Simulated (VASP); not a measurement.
Here is the system:

```
C
1.0
    1.24912    -2.13667     0.00000
    1.24912     2.13667     0.00000
    0.00000     0.00000     6.87972
C
4
Direct
  0.00000   0.00000   0.25000
  0.00000   0.00000   0.75000
  0.33333   0.66667   0.25000
  0.69698   0.36365   0.75000
```

Computed with PBE GGA, VASP's PBE PAW potentials (set 64) (plane waves; VASP). Numerical set-up: 520 eV cut-off, 12×12×4 Γ-centred mesh, first-order Methfessel-Paxton smearing of 0.10 eV, potentials C.

Problem. Give the force on each atom (eV/Å).

Solution. 
```tsv
atom	Fx	Fy	Fz
C1	0.008	0.037	0.000
C2	3.780	0.213	0.000
C3	-0.003	-0.038	0.000
C4	-3.785	-0.213	0.000
```

Problem. Give the stress tensor in GPa (positive for a compressed cell).

Solution. 
```
-10.06    3.04    0.00
  3.04   -0.85    0.00
  0.00    0.00    2.60
```
The pressure is its mean diagonal, -2.77 GPa.

The compound is C in the graphite structure. The cell was not relaxed at this level. The run is one of a series of settings (KPOINTS 12×12×4 Γ-centred mesh against the base run), some of them coarse on purpose.
